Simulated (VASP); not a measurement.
Output of a VASP run:

### OUTCAR
```
 ion  position               nearest neighbor table
   1  0.000  0.000  0.000-   4 2.03   4 2.03   3 2.03   3 2.03   4 2.03   3 2.03   2 2.86   2 2.86
                             2 2.86   2 2.86   2 2.86   2 2.86
   2  0.500  0.500  0.500-   3 2.03   3 2.03   4 2.03   4 2.03   3 2.03   4 2.03   1 2.86   1 2.86
                             1 2.86   1 2.86   1 2.86   1 2.86
   3  0.250  0.250  0.250-   1 2.03   1 2.03   2 2.03   2 2.03   1 2.03   2 2.03
   4  0.750  0.750  0.750-   2 2.03   2 2.03   1 2.03   1 2.03   2 2.03   1 2.03
  LATTYP: Found a trigonal (rhomboedric) cell.
 ALAT       =     4.9497707389
 COS(alpha) =     0.8312811545
 Subroutine PRICEL returns following result:
  LATTYP: Found a trigonal (rhomboedric) cell.
 ALAT       =     2.8621465516
 COS(alpha) =     0.4953967676
 Subroutine GETGRP returns: Found 12 space group operations
The static configuration has the point symmetry D_3d.
The dynamic configuration has the point symmetry D_3d.
The overall configuration has the point symmetry D_3d.
 Subroutine INISYM returns: Found 12 space group operations
 Subroutine IBZKPT returns following result:
 Found     85 irreducible k-points:

 Following reciprocal coordinates:
            Coordinates               Weight
  0.000000  0.000000  0.000000      1.000000
  0.111111  0.000000  0.000000      6.000000
  0.222222 -0.000000 -0.000000      6.000000
  0.333333  0.000000  0.000000      6.000000
  0.444444 -0.000000 -0.000000      6.000000
  0.111111  0.111111  0.000000      6.000000
  0.222222  0.111111  0.000000     12.000000
  0.333333  0.111111  0.000000     12.000000
  0.444444  0.111111  0.000000     12.000000
 -0.444444  0.111111  0.000000     12.000000
 -0.333333  0.111111  0.000000     12.000000
 -0.222222  0.111111 -0.000000     12.000000
 -0.111111  0.111111  0.000000      6.000000
  0.222222  0.222222 -0.000000      6.000000
  0.333333  0.222222  0.000000     12.000000
  0.444444  0.222222  0.000000     12.000000
 -0.444444  0.222222  0.000000     12.000000
 -0.333333  0.222222  0.000000     12.000000
 -0.222222  0.222222  0.000000      6.000000
  0.333333  0.333333  0.000000      6.000000
  0.444444  0.333333  0.000000     12.000000
 -0.444444  0.333333  0.000000     12.000000
 -0.333333  0.333333  0.000000      6.000000
  0.444444  0.444444 -0.000000      6.000000
 -0.444444  0.444444  0.000000      6.000000
  0.111111  0.111111  0.111111      2.000000
  0.222222  0.111111  0.111111      6.000000
  0.333333  0.111111  0.111111      6.000000
  0.444444  0.111111  0.111111      6.000000
 -0.444444  0.111111  0.111111      6.000000
 -0.333333  0.111111  0.111111      6.000000
 -0.222222  0.111111  0.111111      6.000000
 -0.111111  0.111111  0.111111      6.000000
  0.222222  0.222222  0.111111      6.000000
  0.333333  0.222222  0.111111     12.000000
  0.444444  0.222222  0.111111     12.000000
 -0.444444  0.222222  0.111111     12.000000
 -0.333333  0.222222  0.111111     12.000000
 -0.222222  0.222222  0.111111     12.000000
 -0.111111  0.222222  0.111111     12.000000
   k-points           NKPTS =     85   k-points in BZ     NKDIM =     85   number of bands    NBANDS=     20
   number of dos      NEDOS =    301   number of ions     NIONS =      4
   total plane-waves  NPLWV =  64000
   dimension x,y,z NGX =    40 NGY =   40 NGZ =   40
   dimension x,y,z NGXF=    80 NGYF=   80 NGZF=   80
   ions per type =               2   2
   PREC   = accura    normal or accurate (medium, high low for compatibility)
   ISTART =      0    job   : 0-new  1-cont  2-samecut
   ICHARG =      2    charge: 1-file 2-atom 10-const
   ISPIN  =      2    spin polarized calculation?
   LNONCOLLINEAR =      F non collinear calculations
   LSORBIT =      F    spin-orbit coupling
   INIWAV =      1    electr: 0-lowe 1-rand  2-diag
   ENCUT  =  620.0 eV  45.57 Ry    6.75 a.u.  10.05 10.05 10.05*2*pi/ulx,y,z
   NELM   =    100;   NELMIN=  2; NELMDL= -5     # of ELM steps
   EDIFF  = 0.1E-05   stopping-criterion for ELM
...
```

OSZICAR:
```
       N       E                     dE             d eps       ncg     rms          rms(c)
DAV:   1     0.270518135931E+03    0.27052E+03   -0.17873E+04  6984   0.248E+03
DAV:   2     0.579741156296E+00   -0.26994E+03   -0.25319E+03  7004   0.441E+02
DAV:   3    -0.301316823921E+02   -0.30711E+02   -0.29077E+02  7736   0.168E+02
DAV:   4    -0.311628910457E+02   -0.10312E+01   -0.10234E+01  7576   0.320E+01
DAV:   5    -0.311919733128E+02   -0.29082E-01   -0.29069E-01  8108   0.514E+00    0.221E+01
DAV:   6    -0.285484440735E+02    0.26435E+01   -0.36767E+01 10160   0.107E+02    0.208E+01
DAV:   7    -0.270088329760E+02    0.15396E+01   -0.71829E+00  8968   0.783E+01    0.991E+00
DAV:   8    -0.271021867949E+02   -0.93354E-01   -0.18768E+00  7624   0.121E+01    0.598E+00
DAV:   9    -0.270286297372E+02    0.73557E-01   -0.11106E-01 11176   0.942E+00    0.115E+00
DAV:  10    -0.270356675520E+02   -0.70378E-02   -0.51696E-02  8936   0.299E+00    0.607E-01
DAV:  11    -0.270360647526E+02   -0.39720E-03   -0.59167E-03  8924   0.234E+00    0.147E-01
DAV:  12    -0.270362413897E+02   -0.17664E-03   -0.16247E-03  8748   0.428E-01    0.833E-02
DAV:  13    -0.270362151545E+02    0.26235E-04   -0.17138E-04 11432   0.209E-01    0.226E-02
DAV:  14    -0.270362183129E+02   -0.31585E-05   -0.25391E-05  8800   0.815E-02    0.202E-02
DAV:  15    -0.270362169290E+02    0.13839E-05   -0.53202E-06  7544   0.500E-02    0.375E-03
DAV:  16    -0.270362171014E+02   -0.17237E-06   -0.18922E-06  4668   0.135E-02
   1 F= -.27036217E+02 E0= -.27036217E+02  d E =-.270362E+02  mag=    -0.0000
       N       E                     dE             d eps       ncg     rms          rms(c)
DAV:   1    -0.270391004280E+02   -0.28835E-02   -0.62686E-02  8516   0.347E+00    0.406E-01
DAV:   2    -0.270367996987E+02    0.23007E-02   -0.10343E-02  8488   0.198E+00    0.249E-01
DAV:   3    -0.270365039997E+02    0.29570E-03   -0.11836E-03  9980   0.839E-01    0.146E-01
DAV:   4    -0.270364197993E+02    0.84200E-04   -0.22126E-04  9232   0.274E-01    0.481E-02
DAV:   5    -0.270363969335E+02    0.22866E-04   -0.57078E-05 11176   0.128E-01    0.270E-02
DAV:   6    -0.270363902911E+02    0.66424E-05   -0.18495E-05  8576   0.750E-02    0.770E-03
DAV:   7    -0.270363899427E+02    0.34842E-06   -0.37757E-06  6244   0.178E-02
   2 F= -.27036390E+02 E0= -.27036390E+02  d E =-.172841E-03  mag=    -0.0000
```

**OUTCAR**
```
------------------------ aborting loop because EDIFF is reached ----------------------------------------
  FORCE on cell =-STRESS in cart. coord.  units (eV):
  Direction    XX          YY          ZZ          XY          YZ          ZX
  --------------------------------------------------------------------------------------
  Total       -0.0565716     -0.0565716     -0.0565716     -0.0340478     -0.0340478     -0.0340478
  in kB       -2.7068738     -2.7068738     -2.7068738     -1.6291398     -1.6291398     -1.6291398
  external PRESSURE =      -2.7068738 kB  Pullay stress =       0.0000000 kB
  volume of cell :       33.48
      direct lattice vectors                 reciprocal lattice vectors
     4.049350819  2.013080776  2.013080776     0.368673051 -0.122420949 -0.122420949
     2.013080776  4.049350819  2.013080776    -0.122420949  0.368673051 -0.122420949
     2.013080776  2.013080776  4.049350819    -0.122420949 -0.122420949  0.368673051
 POSITION                                       TOTAL-FORCE (eV/Angst)
 -----------------------------------------------------------------------------------
      2.01308      4.04935      2.01308         0.000000     -0.000000     -0.000000
      4.03776      4.03776      4.03776         0.000000     -0.000000      0.000000
      2.01888      2.01888      2.01888         0.000000      0.000000     -0.000000
      6.05663      6.05663      6.05663        -0.000000      0.000000     -0.000000
 -----------------------------------------------------------------------------------
    total drift:                                0.000000     -0.000000     -0.000000
  FREE ENERGIE OF THE ION-ELECTRON SYSTEM (eV)
  ---------------------------------------------------
  free  energy   TOTEN  =       -27.0363899427 eV

  energy  without entropy=      -27.0363899426  energy(sigma->0) =      -27.03638994

 total charge

# of ion       s       p       d       tot
------------------------------------------
    1        0.362   0.475   8.379   9.217
    2        0.362   0.475   8.379   9.217
    3        1.550   3.414   0.000   4.964
    4        1.550   3.414   0.000   4.964
--------------------------------------------------
tot          3.824   7.779  16.759  28.362

 magnetization (x)

# of ion       s       p       d       tot
------------------------------------------
    1       -0.011  -0.014   1.105   1.081
    2        0.011   0.014  -1.105  -1.081
    3        0.000   0.000   0.000   0.000
    4        0.000   0.000   0.000   0.000
--------------------------------------------------
tot          0.000   0.000   0.000   0.000

 reached required accuracy - stopping structural energy minimisation
```
(Selected blocks of OUTCAR.)

### POSCAR
```
NiO
1
    4.0476650773     2.0145269655     2.0145269655
    2.0145269655     4.0476650773     2.0145269655
    2.0145269655     2.0145269655     4.0476650773
Ni O
2 2
Direct
  1.0000000000   0.0000000000   1.0000000000
  0.5000000000   0.5000000000   0.5000000000
  0.2500000000   0.2500000000   0.2500000000
  0.7500000000   0.7500000000   0.7500000000
```

Task: Reconstruct the remaining input files.

Result: This is not unique; one that fits is the input of the run itself, LDA (Ceperley-Alder, Perdew-Zunger), plane waves, VASP's LDA PAW potentials (set 64).

**KPOINTS**
```
kpoints
0
Gamma
 9 9 9
```

**INCAR**
```
SYSTEM = NiO
PREC = Accurate
ENCUT = 620
EDIFF = 1E-6
NELM = 100
ALGO = Normal
LREAL = .FALSE.
LASPH = .TRUE.
ISMEAR = 0
SIGMA = 0.05
LMAXMIX = 4
ISPIN = 2
MAGMOM = 1.1 -1.1 0.0 0.0
LORBIT = 10
LWAVE = .FALSE.
LCHARG = .FALSE.
IBRION = 2
ISIF = 3
NSW = 40
EDIFFG = -0.02
```

POTCAR, in this order: Ni O (LDA.64 set). Program: vasp_std.

The compound is NiO in the rock salt, AFM-II order structure. This run relaxes it. Symmetry was kept, so distortions that lower it aren't found.
